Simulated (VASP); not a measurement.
Data:

```xyz
3
Lattice="0.0000 3.1356 3.1356 3.1356 0.0000 3.1356 3.1356 3.1356 0.0000" Properties=species:S:1:pos:R:3 pbc="T T T"
Ba     0.0000     0.0000     0.0000
F      1.5678     1.5678     1.5678
F      4.7034     4.7034     4.7034
```

Level of theory: SCAN meta-GGA, VASP's PBE PAW potentials (set 64) (plane waves; VASP). Numerical set-up: 520 eV cut-off, 6×6×6 Γ-centred mesh, Gaussian smearing of 0.050 eV, potentials Ba_sv F.

Question: Estimate the energy per atom (σ→0), pressure.

Answer: 
```yaml
energy per atom (σ→0): -19.645 eV/atom
pressure: -16.7 kbar
```

Total energies compare only between runs with the same potentials, cut-off and functional.

The compound is BaF2 in the fluorite structure. This cell is one point of a volume scan, at 1.03 of the reference volume.
